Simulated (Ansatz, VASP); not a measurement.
## Two plane-wave programs on YbN

Contents of INCAR:

```
PREC = Accurate
ENCUT = 520
EDIFF = 1E-7
ISMEAR = 0
SIGMA = 0.05
LREAL = False
LASPH = True
NELM = 150
ALGO = Normal
ISIF = 2
LWAVE = False
LCHARG = False
LNONCOLLINEAR = True
MAGMOM = 0.429 -0.388 0.16 0 0 0
LORBIT = 11
LMAXMIX = 6
LDAU = True
LDAUTYPE = 2
LDAUL = 3 -1
LDAUU = 5 0
LDAUJ = 0 0
LDAUPRINT = 1
GGA = CA
```

The input KPOINTS:

```
regular mesh
0
Gamma
  6 6 6
```

The input POSCAR:

```
YbN
1.0
    2.9096680100      0.0000000000      0.0000000000
    0.0000000000      2.9096680100      0.0000000000
    0.0000000000      0.0000000000      2.9096680100
Yb N
1 1
Direct
    0.0000000000      0.0000000000      0.0000000000
    0.5000000000      0.5000000000      0.5000000000
```

The input input.yaml:

```yaml
crystal:
  lattice:
    - [2.90966801, 0.0, 0.0]
    - [0.0, 2.90966801, 0.0]
    - [0.0, 0.0, 2.90966801]
  atoms:
    - { symbol: Yb, position: [0.0, 0.0, 0.0], spin: 0.6, spin_axis: [0.429, -0.388, 0.16] }
    - { symbol: "N", position: [0.5, 0.5, 0.5] }
hamiltonian:
  xc: lda
  pseudopotentials: { kind: paw }
  hubbard: { sites: [{ species: Yb, l: f, u_eff: 5.0 }] }
magnetization:
  noncollinear: true
  spin_orbit: false
kpoints:
  mp_grid: { grid: [6, 6, 6] }
scf:
  occupations: { method: gaussian, width: 0.05 }
output:
  forces: true
  stress: true
  eigenvalues: true
```

The cell comes from a database or a generator and needn't be the stable form of this composition.

Alike in both runs: task single point; functional LDA; k mesh 6 × 6 × 6; occupations gaussian, width 0.05 eV; non-collinear spin, random start; Hubbard terms Yb f U = 5 eV.

|  | VASP | Ansatz |
| --- | --- | --- |
| version | VASP 6.6.1 | Ansatz 0.2.0 |
| potentials or method | VASP PAW PBE potentials, release 64 (Yb, N) | Ansatz PAW |
| plane-wave cutoff (eV) | 520 | 420 |
| valence electrons in the cell | 29 | 29 |

Ansatz gave:

| Property | Result |
| --- | --- |
| gap on the k mesh at the Fermi level (eV) | none |
| pressure (GPa) | -1.3 |
| net moment per atom (μB) | 0.39 |
| size of the moment on the site where the two differ most (μB) | 0.44 |

**Question.** Estimate VASP's values.

**Answer.** gap on the k mesh at the Fermi level (eV): none; pressure (GPa): -6.1; net moment per atom (μB): 0.45; size of the moment on the site where the two differ most (μB): 0.56.

Site moments also hang on the region over which each program counts them. The programs project onto different local orbitals, so the same U acts differently. A gap of «none» marks a metal or a gap that the smearing closes.

Caveats: spin-orbit coupling is left out, which moves the levels of the heavy elements; the PAW data sets were made with another functional, which shifts forces and pressure a little (VASP); the magnetic or orbital state may not be the lowest (Ansatz); the pressure holds a Pulay correction of +0.5 GPa for the finite cutoff (Ansatz); the PAW data sets come from PBE, with cores solved anew for the run's functional, which leaves a small shift of forces and pressure (Ansatz). The state reached can hang on the start; a lower one may exist.
